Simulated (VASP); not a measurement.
# LiBi (Pm-3m) in VASP: a series of runs

Runs on LiBi. Level: LDA. Tasks: relaxation of the atoms, single point.

All numbers are computed with VASP 6.6.1; they aren't measurements. Logs are shortened: lines on timing, memory, paths and dates and some standing lists are left out, and cuts for length are marked.

**1. The structure**

The structure is cubic, space group Pm-3m (No. 221). Conventional cell: a = 3.554 Å, b = 3.554 Å, c = 3.554 Å, α = 90.00°, β = 90.00°, γ = 90.00°. Around Bi (site symmetry m-3m) lie 8 Li at 3.08 Å. Around Li (site symmetry m-3m) lie 8 Bi at 3.08 Å.

The cell was built by a generator and needn't be a form met in nature.

**2. Relaxation of the atoms, LDA, non-collinear spin, zero start, spin-orbit coupling**

Input file INCAR:

```
SYSTEM = LiBi
PREC = Accurate
ENCUT = 520
EDIFF = 1E-7
ISMEAR = -1
SIGMA = 0.025
LREAL = .False.
LASPH = .True.
NELM = 150
ALGO = Fast
ISIF = 2
LWAVE = .False.
LCHARG = .False.
LNONCOLLINEAR = .True.
MAGMOM = 0 0 0 0 0 0
LORBIT = 11
LSORBIT = .True.
GGA_COMPAT = .False.
LORBMOM = .True.
GGA = CA
IBRION = 2
NSW = 60
EDIFFG = -0.03
```

Input file KPOINTS:

```
regular mesh
0
Gamma
  9 9 9
  0 0 0
```

Input file POSCAR:

```
LiBi
1.0
    3.5537770000      0.0000000000      0.0000000000
    0.0000000000      3.5537770000      0.0000000000
    0.0000000000      0.0000000000      3.5537770000
Bi Li
1 1
Direct
    0.0000000000      0.0000000000      0.0000000000
    0.5000000000      0.5000000000      0.5000000000
```

Potentials or basis: VASP PAW LDA potentials, release 64 (Bi_d, Li_sv).

Command:

```
cat potpaw_LDA.64/Bi_d/POTCAR potpaw_LDA.64/Li_sv/POTCAR > POTCAR
mpirun -np 1 vasp_ncl > vasp.out
```

OUTCAR:

```text
SYSTEM = LiBi
   PREC = Accurate
   ENCUT = 520
   EDIFF = 1E-7
   ISMEAR = -1
   LREAL = .False.
   LASPH = .True.
   NELM = 150
   ISIF = 2
   LNONCOLLINEAR = .True.
   LORBIT = 11
   LSORBIT = .True.
   GGA = CA
   IBRION = 2
   NSW = 60
   EDIFFG = -0.03

 ion  position               nearest neighbor table
   1  0.000  0.000  0.000-   2 3.08   2 3.08   2 3.08   2 3.08   2 3.08   2 3.08   2 3.08   2 3.08

   2  0.500  0.500  0.500-   1 3.08   1 3.08   1 3.08   1 3.08   1 3.08   1 3.08   1 3.08   1 3.08

  LATTYP: Found a simple cubic cell.
 ALAT       =     3.5537770000

  Lattice vectors:

 A1 = (   3.5537770000,   0.0000000000,   0.0000000000)
 A2 = (   0.0000000000,   3.5537770000,   0.0000000000)
 A3 = (   0.0000000000,   0.0000000000,   3.5537770000)

Analysis of symmetry for initial positions (statically):
=====================================================================
 Subroutine PRICEL returns:
 Original cell was already a primitive cell.

 Routine SETGRP: Setting up the symmetry group for a
 simple cubic supercell.

 Subroutine GETGRP returns: Found 48 space group operations
 (whereof 48 operations were pure point group operations)
 out of a pool of 48 trial point group operations.

The static configuration has the point symmetry O_h .

Analysis of symmetry for dynamics (positions and initial velocities):
=====================================================================
 Subroutine PRICEL returns:
 Original cell was already a primitive cell.

 Routine SETGRP: Setting up the symmetry group for a
 simple cubic supercell.

 Subroutine GETGRP returns: Found 48 space group operations
 (whereof 48 operations were pure point group operations)
 out of a pool of 48 trial point group operations.

The dynamic configuration has the point symmetry O_h .

Analysis of structural, dynamic, and magnetic symmetry:
=====================================================================
 Subroutine PRICEL returns:
 Original cell was already a primitive cell.

 Routine SETGRP: Setting up the symmetry group for a
 simple cubic supercell.

 Subroutine GETGRP returns: Found 48 space group operations
 (whereof 48 operations were pure point group operations)
 out of a pool of 48 trial point group operations.

The overall configuration has the point symmetry O_h .

 Subroutine INISYM returns: Found 48 space group operations
 (whereof 48 operations are pure point group operations),
 and found     1 'primitive' translations

----------------------------------------------------------------------------------------

                                     Primitive cell

  volume of cell :      44.8818

  direct lattice vectors                    reciprocal lattice vectors
     3.553777000  0.000000000  0.000000000     0.281390757  0.000000000  0.000000000
     0.000000000  3.553777000  0.000000000     0.000000000  0.281390757  0.000000000
     0.000000000  0.000000000  3.553777000     0.000000000  0.000000000  0.281390757

  length of vectors
     3.553777000  3.553777000  3.553777000     0.281390757  0.281390757  0.281390757

  position of ions in fractional coordinates (direct lattice)
     0.000000000  0.000000000  0.000000000
     0.500000000  0.500000000  0.500000000

  ion indices of the primitive-cell ions
   primitive index   ion index
                 1           1
                 2           2

----------------------------------------------------------------------------------------

 KPOINTS: regular mesh

Automatic generation of k-mesh.
 Grid dimensions read from file:
 generate k-points for:    9    9    9

 Generating k-lattice:

  Cartesian coordinates                     Fractional coordinates (reciprocal lattice)
     0.031265640  0.000000000  0.000000000     0.111111111  0.000000000  0.000000000
     0.000000000  0.031265640  0.000000000     0.000000000  0.111111111  0.000000000
     0.000000000  0.000000000  0.031265640     0.000000000  0.000000000  0.111111111

  Length of vectors
     0.031265640  0.031265640  0.031265640

  Shift w.r.t. Gamma in fractional coordinates (k-lattice)
     0.000000000  0.000000000  0.000000000

 Subroutine IBZKPT returns following result:
 ===========================================

 Found     35 irreducible k-points:

 Following reciprocal coordinates:
            Coordinates               Weight
  0.000000  0.000000  0.000000      1.000000
  0.111111  0.000000  0.000000      6.000000
  0.222222  0.000000  0.000000      6.000000
  0.333333  0.000000  0.000000      6.000000
  0.444444  0.000000  0.000000      6.000000
  0.111111  0.111111  0.000000     12.000000
[... 16 lines left out ...]
  0.333333  0.333333  0.111111     24.000000
  0.444444  0.333333  0.111111     48.000000
[... 33 lines left out ...]
   EFERMI =   0.00;   METHOD = LEGACY
   ISMEAR =    -1;   SIGMA  =   0.03  broadening in eV -4-tet -1-fermi 0-gaus
   EFERMI_NEDOS =   21; number of points for ismear=-14 and -15
   IALGO  =     68    algorithm
   IMIX   =      4    mixing-type and parameters
     AMIX     =   0.40;   BMIX     =  1.00
     AMIX_MAG =   1.60;   BMIX_MAG =  1.00
  volume/ion in A,a.u.               =      22.44       151.44
  Fermi-wavevector in a.u.,A,eV,Ry     =   1.207282  2.281433 19.830906  1.457531
  Thomas-Fermi vector in A             =   2.342925
   LORBIT       =     11    0 simple, 1 ext, 2 COOP (PROOUT), +10 PAW based schemes
   GGA     = CA    functional components
   LHFCALC =     F    Hartree Fock is set to
   AEXX    =    0.0000 exact exchange contribution
   IVDW    =     0    specifies the selected vdW correction
   LEPSILON=     F    determine dielectric tensor
   LRPA    =     F    only Hartree local field effects (RPA)
 conjugate gradient relaxation of ions
 RMM-DIIS sequential band-by-band and
  energy-cutoff  :      520.00
  volume of cell :       44.88
 maximum number of plane-waves:      2448
 NGX is ok and might be reduce to    28
   NGX = 13   NGY = 13   NGZ = 13

 number of electron      18.0000018 magnetization      -0.0000000     -0.0000000     -0.0000000

 number of electron      18.0000018 magnetization       0.0000000      0.0000000      0.0000000

 number of electron      18.0000018 magnetization      -0.0000000     -0.0000000      0.0000000

 number of electron      18.0000018 magnetization       0.0000000     -0.0000000      0.0000000

 Free energy of the ion-electron system (eV)
  ---------------------------------------------------
  ext. energy  EPLUGINS =         0.00000000
  ---------------------------------------------------
  free energy    TOTEN  =        -8.26127732 eV

  energy without entropy =       -8.25862410  energy(sigma->0) =       -8.25995071

 E-fermi :   6.2015     XC(G=0):  -9.7429

 val. band max:        6.1990765728   @ k =   0.4444   0.2222   0.2222
 cond. band min:       6.2247049142   @ k =   0.3333   0.1111   0.1111
 fundamental gap:      0.0256283414
 Fermi energy:         6.2014780216

 k-point     1 :       0.0000    0.0000    0.0000
  band No.  band energies     occupation
      1     -39.9509      1.00000
      2     -39.9509      1.00000
      3     -18.1942      1.00000
      4     -18.1942      1.00000
      5     -18.1942      1.00000
      6     -18.1942      1.00000
[... 685 lines left out ...]
     25      13.3865      0.00000
     26      13.4389      0.00000

 [... further k-points ...]

------------------------ aborting loop because EDIFF is reached ----------------------------------------

  FORCE on cell =-STRESS in cart. coord.  units (eV):
  Direction    XX          YY          ZZ          XY          YZ          ZX
  --------------------------------------------------------------------------------------
  -------------------------------------------------------------------------------------
  Total       -0.1844712     -0.1844712     -0.1844712      0.0000000     -0.0000000      0.0000000
  in kB       -6.5851967     -6.5851967     -6.5851967      0.0000000     -0.0000000      0.0000000
  external PRESSURE =      -6.5851967 kB  Pullay stress =       0.0000000 kB

 VOLUME and BASIS-vectors are now :
 -----------------------------------------------------------------------------
  energy-cutoff  :      520.00
  volume of cell :       44.88
      direct lattice vectors                 reciprocal lattice vectors
     3.553777000  0.000000000  0.000000000     0.281390757  0.000000000  0.000000000
     0.000000000  3.553777000  0.000000000     0.000000000  0.281390757  0.000000000
     0.000000000  0.000000000  3.553777000     0.000000000  0.000000000  0.281390757

 POSITION                                       TOTAL-FORCE (eV/Angst)
 -----------------------------------------------------------------------------------
      0.00000      0.00000      0.00000         0.000000      0.000000      0.000000
      1.77689      1.77689      1.77689         0.000000      0.000000      0.000000
 -----------------------------------------------------------------------------------
    total drift:                               -0.000000      0.000000      0.000000

  FREE ENERGIE OF THE ION-ELECTRON SYSTEM (eV)
  ---------------------------------------------------
  free  energy   TOTEN  =        -8.2612773204 eV

  energy  without entropy=       -8.2586240997  energy(sigma->0) =       -8.25995071

 reached required accuracy - stopping structural energy minimisation

 orbital moment (x)

 # of ion     p       d       tot
 ----------------------------------------
  1         0.000   0.000   0.000
  2         0.000   0.000   0.000
 ----------------------------------------
            0.000   0.000   0.000

 orbital moment (y)

 # of ion     p       d       tot
 ----------------------------------------
  1        -0.000   0.000  -0.000
  2         0.000   0.000   0.000
 ----------------------------------------
           -0.000   0.000  -0.000

 orbital moment (z)

 # of ion     p       d       tot
 ----------------------------------------
  1         0.000   0.000   0.000
  2         0.000   0.000   0.000
 ----------------------------------------
            0.000   0.000   0.000

 Spin-Orbit-Coupling matrix elements

 Ion:    1  E_soc:     -1.7054525
 l=   1
     0.0000000    -0.2164028    -0.2164028
    -0.2164028     0.0000000    -0.2164028
    -0.2164028    -0.2164028     0.0000000
 l=   2
     0.0000000    -0.0135363     0.0000000    -0.0135363    -0.0543029
    -0.0135363     0.0000000    -0.0407272    -0.0135363    -0.0135757
     0.0000000    -0.0407272     0.0000000    -0.0407272     0.0000000
    -0.0135363    -0.0135363    -0.0407272     0.0000000    -0.0135757
    -0.0543029    -0.0135757     0.0000000    -0.0135757     0.0000000
 l=   3
     0.0000000     0.0000000     0.0000000     0.0000000     0.0000000     0.0000000     0.0000000
     0.0000000     0.0000000     0.0000000     0.0000000     0.0000000     0.0000000     0.0000000
     0.0000000     0.0000000     0.0000000     0.0000000     0.0000000     0.0000000     0.0000000
     0.0000000     0.0000000     0.0000000     0.0000000     0.0000000     0.0000000     0.0000000
     0.0000000     0.0000000     0.0000000     0.0000000     0.0000000     0.0000000     0.0000000
     0.0000000     0.0000000     0.0000000     0.0000000     0.0000000     0.0000000     0.0000000
     0.0000000     0.0000000     0.0000000     0.0000000     0.0000000     0.0000000     0.0000000

 Ion:    2  E_soc:     -0.0000070
 l=   1
     0.0000000    -0.0000012    -0.0000012
    -0.0000012     0.0000000    -0.0000012
    -0.0000012    -0.0000012     0.0000000
 l=   2
     0.0000000     0.0000000     0.0000000     0.0000000     0.0000000
     0.0000000     0.0000000     0.0000000     0.0000000     0.0000000
     0.0000000     0.0000000     0.0000000     0.0000000     0.0000000
     0.0000000     0.0000000     0.0000000     0.0000000     0.0000000
     0.0000000     0.0000000     0.0000000     0.0000000     0.0000000
 l=   3
     0.0000000     0.0000000     0.0000000     0.0000000     0.0000000     0.0000000     0.0000000
     0.0000000     0.0000000     0.0000000     0.0000000     0.0000000     0.0000000     0.0000000
     0.0000000     0.0000000     0.0000000     0.0000000     0.0000000     0.0000000     0.0000000
     0.0000000     0.0000000     0.0000000     0.0000000     0.0000000     0.0000000     0.0000000
     0.0000000     0.0000000     0.0000000     0.0000000     0.0000000     0.0000000     0.0000000
     0.0000000     0.0000000     0.0000000     0.0000000     0.0000000     0.0000000     0.0000000
     0.0000000     0.0000000     0.0000000     0.0000000     0.0000000     0.0000000     0.0000000

 total charge

# of ion       s       p       d       tot
------------------------------------------
    1        1.517   1.445   9.902  12.863
    2        2.015   0.060   0.000   2.075
--------------------------------------------------
tot          3.532   1.505   9.902  14.938

 magnetization (x)

# of ion       s       p       d       tot
------------------------------------------
    1        0.000  -0.000   0.000  -0.000
    2        0.000   0.000   0.000   0.000
--------------------------------------------------
tot          0.000  -0.000   0.000   0.000

 magnetization (y)

# of ion       s       p       d       tot
------------------------------------------
    1        0.000  -0.000   0.000  -0.000
    2       -0.000   0.000   0.000  -0.000
--------------------------------------------------
tot         -0.000  -0.000   0.000  -0.000

 magnetization (z)

# of ion       s       p       d       tot
------------------------------------------
    1       -0.000  -0.000  -0.000  -0.000
    2       -0.000   0.000   0.000  -0.000
--------------------------------------------------
tot         -0.000  -0.000  -0.000  -0.000
```

Run time: 2.5 min. Hardware: 1 thread of Intel Xeon Platinum 8488C (Sapphire Rapids), shared host; peak memory 0.25 GiB.

Results:

```
Free energy                                           : -8.2613 eV
Net moment                                            : 0.00 μB per cell
Valence electrons inside the program's atomic spheres : Bi 12.86; Li 2.08
```

Final structure:
```
Bi Li
1.0
     3.55378    0.00000    0.00000
     0.00000    3.55378    0.00000
     0.00000    0.00000    3.55378
Bi Li
1 1
Direct
  0.00000 0.00000 0.00000
  0.50000 0.50000 0.50000
```

Moments on the atoms (μB; x, y, z):
```
Bi  0.00 0.00 0.00
Li  0.00 0.00 0.00
```

Caveat: the cutoff is under 1.25 times the usual one of these potentials, so pressure, stress and relaxed cells hold a basis-set (Pulay) error; the relaxation stopped at its first step, so nothing moved.

**3. Single point, LDA, non-collinear spin, zero start, spin-orbit coupling**

Input file INCAR:

```
  PREC = Accurate
  ENCUT = 520
  EDIFF = 1E-7
  ISMEAR = -1
  SIGMA = 0.025
  LREAL = F
  LASPH = T
  NELM = 150
  ALGO = Fast
  ISIF = 2
  LWAVE = F
  LCHARG = F
  MAGMOM = 0 0 0 0 0 0
  LORBIT = 11
  LSORBIT = T
  GGA_COMPAT = F
  LORBMOM = T
  NBANDS = 30
```

Input file KPOINTS:

```
Automatic mesh
0
Gamma
  9 9 9
```

POSCAR is that of step 2.

Potentials or basis: VASP PAW LDA potentials, release 64 (Bi_d, Li_sv).

Command:

```
cat potpaw_LDA.64/Bi_d/POTCAR potpaw_LDA.64/Li_sv/POTCAR > POTCAR
mpirun -np 1 vasp_ncl > vasp.out
```

Run time: 1.7 min. Hardware: 1 thread of Intel Xeon 6975P-C (Granite Rapids), shared host; peak memory 0.25 GiB.

It converged, with:

```
Free energy                                           : -8.2613 eV
Net moment                                            : 0.00 μB per cell
Valence electrons inside the program's atomic spheres : Bi 12.86; Li 2.08
```

Moments on the atoms (μB; x, y, z):
```
Bi  0.00 0.00 0.00
Li  0.00 0.00 0.00
```

Caveat: the cutoff is under 1.25 times the usual one of these potentials, so pressure, stress and relaxed cells hold a basis-set (Pulay) error.
